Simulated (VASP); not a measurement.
Computed with PBE GGA, VASP's PBE PAW potentials (set 64) (plane waves; VASP).

A VASP calculation is set up with these files.

File KPOINTS:
```
Automatic mesh
0
Gamma
11 11 11
0 0 0
```

### POSCAR
```
In
4.9558860
 -0.3268753559   0.3268753559   0.5000000000
  0.3268753559  -0.3268753559   0.5000000000
  0.3268753559   0.3268753559  -0.5000000000
In
1
Cart
  0.0000000000   0.0000000000   0.0000000000
```

INCAR:
```
# general
SYSTEM  = In
PREC    = Accurate
ENCUT   = 300
LREAL   = .FALSE.   # projection in real space or not
LASPH   = .TRUE.   # aspherical one-centre terms
NBANDS  = 9

# electronic loop
EDIFF   = 1E-6
NELM    = 100
ALGO    = Normal   # blocked Davidson
LMAXMIX = 4   # l cut-off of mixed one-centre charges

# smearing
ISMEAR  = 0
SIGMA   = 0.272   # width (eV)

# functional
GGA     = PE   # PBE

# ions
ISIF    = 2   # forces and stress, cell fixed

# output
LWAVE   = .FALSE.
LCHARG  = .FALSE.
```

POTCAR, in this order: In_d (PBE.64 set). Program: vasp_std.

What VASP printed:

File OUTCAR:
```
 ion  position               nearest neighbor table
   1  0.000  0.000  0.000-
  LATTYP: Found a body centered tetragonal cell.
 ALAT       =     3.2399140000
 C/A-ratio  =     1.5296350459
 Subroutine PRICEL returns:
 Original cell was already a primitive cell.
 Subroutine GETGRP returns: Found 16 space group operations
The static configuration has the point symmetry D_4h.
The dynamic configuration has the point symmetry D_4h.
 Subroutine INISYM returns: Found 16 space group operations
 Subroutine IBZKPT returns following result:
 Found    126 irreducible k-points:

 Following reciprocal coordinates:
            Coordinates               Weight
  0.000000  0.000000  0.000000      1.000000
  0.090909  0.000000  0.000000      8.000000
  0.181818 -0.000000  0.000000      8.000000
  0.272727  0.000000  0.000000      8.000000
  0.363636 -0.000000  0.000000      8.000000
  0.454545 -0.000000  0.000000      8.000000
  0.090909  0.090909  0.000000      8.000000
  0.181818  0.090909  0.000000     16.000000
  0.272727  0.090909  0.000000     16.000000
  0.363636  0.090909  0.000000     16.000000
  0.454545  0.090909  0.000000     16.000000
 -0.454545  0.090909 -0.000000     16.000000
 -0.363636  0.090909 -0.000000     16.000000
 -0.272727  0.090909  0.000000     16.000000
 -0.181818  0.090909 -0.000000     16.000000
 -0.090909  0.090909  0.000000      4.000000
  0.181818  0.181818  0.000000      8.000000
  0.272727  0.181818  0.000000     16.000000
  0.363636  0.181818  0.000000     16.000000
  0.454545  0.181818  0.000000     16.000000
 -0.454545  0.181818 -0.000000     16.000000
 -0.363636  0.181818  0.000000     16.000000
 -0.272727  0.181818  0.000000     16.000000
 -0.181818  0.181818  0.000000      4.000000
  0.272727  0.272727  0.000000      8.000000
  0.363636  0.272727  0.000000     16.000000
  0.454545  0.272727  0.000000     16.000000
 -0.454545  0.272727 -0.000000     16.000000
 -0.363636  0.272727  0.000000     16.000000
 -0.272727  0.272727  0.000000      4.000000
  0.363636  0.363636  0.000000      8.000000
  0.454545  0.363636  0.000000     16.000000
 -0.454545  0.363636 -0.000000     16.000000
 -0.363636  0.363636  0.000000      4.000000
  0.454545  0.454545  0.000000      8.000000
 -0.454545  0.454545  0.000000      4.000000
  0.090909  0.090909  0.090909      8.000000
  0.181818  0.090909  0.090909     16.000000
  0.272727  0.090909  0.090909     16.000000
  0.363636  0.090909  0.090909     16.000000
   k-points           NKPTS =    126   k-points in BZ     NKDIM =    126   number of bands    NBANDS=      9
   number of dos      NEDOS =    301   number of ions     NIONS =      1
   total plane-waves  NPLWV =   8000
   dimension x,y,z NGX =    20 NGY =   20 NGZ =   20
   dimension x,y,z NGXF=    40 NGYF=   40 NGZF=   40
   ions per type =               1
   PREC   = accura    normal or accurate (medium, high low for compatibility)
   ISTART =      0    job   : 0-new  1-cont  2-samecut
   ICHARG =      2    charge: 1-file 2-atom 10-const
   ISPIN  =      1    spin polarized calculation?
   LNONCOLLINEAR =      F non collinear calculations
   LSORBIT =      F    spin-orbit coupling
   INIWAV =      1    electr: 0-lowe 1-rand  2-diag
   ENCUT  =  300.0 eV  22.05 Ry    4.70 a.u.   4.77  4.77  4.77*2*pi/ulx,y,z
   NELM   =    100;   NELMIN=  2; NELMDL= -5     # of ELM steps
   EDIFF  = 0.1E-05   stopping-criterion for ELM
   LREAL  =      F    real-space projection
   NLSPLINE    = F    spline interpolate recip. space projectors
   LMAXMIX     =    4 max onsite mixed and CHGCAR
...
```

**OSZICAR**
```
       N       E                     dE             d eps       ncg     rms          rms(c)
DAV:   1     0.516901353554E+02    0.51690E+02   -0.49962E+03  2291   0.125E+03
DAV:   2    -0.100309904932E+01   -0.52693E+02   -0.52119E+02  2276   0.238E+02
DAV:   3    -0.254707198977E+01   -0.15440E+01   -0.15381E+01  2704   0.522E+01
DAV:   4    -0.258255285485E+01   -0.35481E-01   -0.35468E-01  3043   0.727E+00
DAV:   5    -0.258362787638E+01   -0.10750E-02   -0.10750E-02  2679   0.975E-01    0.231E+00
DAV:   6    -0.256152750523E+01    0.22100E-01   -0.42421E-02  2499   0.471E+00    0.117E+00
DAV:   7    -0.255629709702E+01    0.52304E-02   -0.14475E-02  2536   0.257E+00    0.248E-01
DAV:   8    -0.255591010492E+01    0.38699E-03   -0.62941E-04  2416   0.564E-01    0.307E-02
DAV:   9    -0.255591484837E+01   -0.47435E-05   -0.96596E-06  2845   0.440E-02    0.895E-03
DAV:  10    -0.255591478528E+01    0.63094E-07   -0.55169E-07  1302   0.115E-02
   1 F= -.25559148E+01 E0= -.25468980E+01  d E =-.180335E-01
```

File OUTCAR:
```
------------------------ aborting loop because EDIFF is reached ----------------------------------------
  FORCE on cell =-STRESS in cart. coord.  units (eV):
  Direction    XX          YY          ZZ          XY          YZ          ZX
  --------------------------------------------------------------------------------------
  Total        0.3276394      0.3276394      0.2300132      0.0000000      0.0000000      0.0000000
  in kB       20.1812693     20.1812693     14.1678888      0.0000000      0.0000000      0.0000000
  external PRESSURE =      18.1768091 kB  Pullay stress =       0.0000000 kB
  volume of cell :       26.01
      direct lattice vectors                 reciprocal lattice vectors
    -1.619957000  1.619957000  2.477943000     0.000000000  0.308650168  0.201780267
     1.619957000 -1.619957000  2.477943000     0.308650168  0.000000000  0.201780267
     1.619957000  1.619957000 -2.477943000     0.308650168  0.308650168  0.000000000
 POSITION                                       TOTAL-FORCE (eV/Angst)
 -----------------------------------------------------------------------------------
      0.00000      0.00000      0.00000        -0.000000      0.000000      0.000000
 -----------------------------------------------------------------------------------
    total drift:                                0.000000     -0.000000      0.000000
  FREE ENERGIE OF THE ION-ELECTRON SYSTEM (eV)
  ---------------------------------------------------
  free  energy   TOTEN  =        -2.5559147853 eV

  energy  without entropy=       -2.5378812770  energy(sigma->0) =       -2.54689803
```
(Selected blocks of OUTCAR.)

At this cut-off the stress carries a Pulay error, which pulls relaxed volumes low.

The structure comes from a computed database's In entry; how it stands against other phases isn't given here. The cell was not relaxed at this level. The run is one of a series of settings (NBANDS = 9 against the base run), some of them coarse on purpose.
